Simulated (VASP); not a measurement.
Computed with r2SCAN meta-GGA, VASP's PBE PAW potentials (set 64) (plane waves; VASP).

The input files of a VASP run:

INCAR:
```
ALGO = Normal
EDIFF = 1E-6
EDIFFG = -0.02
ENCUT = 620
IBRION = 2
ISIF = 3
ISMEAR = 0
LASPH = T
LCHARG = F
LMIXTAU = T
LREAL = F
LWAVE = F
METAGGA = R2SCAN
NELM = 100
NSW = 40
PREC = Accurate
PSTRESS = 300
SIGMA = 0.05
SYSTEM = SiO2
```

### KPOINTS
```
Regular mesh
0
gamma
  6 6 8
0 0 0
```

File POSCAR:
```
SiO2
1.0
  4.0895985143   0.0000000000   0.0000000000
  0.0000000000   4.0895985143   0.0000000000
  0.0000000000   0.0000000000   2.6390718056
Si O
2 4
Cart
  0.0000000000   0.0000000000   0.0000000000
  2.0447992572   2.0447992572   1.3195359028
  1.2429971213   1.2429971213   0.0000000000
  3.2877963784   0.8018021359   1.3195359028
  0.8018021359   3.2877963784   1.3195359028
  2.8466013930   2.8466013930   0.0000000000
```

POTCAR, in this order: Si O (PBE.64 set). Program: vasp_std.

Energy and stress use the plane-wave basis of the starting cell.

Q: Estimate the energy per atom (σ→0), volume per atom, band gap (on the k-mesh).

A: 
```
Item                               Value
------------------------  --------------
energy per atom (σ→0)     -9.747 eV/atom
band gap (on the k-mesh)         7.79 eV
volume per atom             7.18 Å³/atom
```

OSZICAR:
```
...
DAV:   1    -0.584827377293E+02   -0.45323E-02   -0.11383E-01  2068   0.294E+00    0.112E-01
DAV:   2    -0.584828297711E+02   -0.92042E-04   -0.32834E-03  2356   0.476E-01    0.513E-02
DAV:   3    -0.584827498717E+02    0.79899E-04   -0.87086E-05  2344   0.117E-01    0.219E-02
DAV:   4    -0.584827527718E+02   -0.29001E-05   -0.59278E-05  2152   0.715E-02    0.518E-03
DAV:   5    -0.584827479638E+02    0.48080E-05   -0.21190E-05  2084   0.681E-02    0.338E-03
DAV:   6    -0.584827347064E+02    0.13257E-04   -0.96159E-06  2052   0.433E-02    0.251E-03
DAV:   7    -0.584827355937E+02   -0.88733E-06   -0.12704E-06  1304   0.119E-02
   6 F= -.50412830E+02 E0= -.50412830E+02  d E =-.132433E-02
```

The compound is SiO2 in the rutile structure, stishovite, a high-pressure form. This run relaxes it under an external pressure of 30 GPa. Symmetry was kept, so distortions that lower it aren't found.
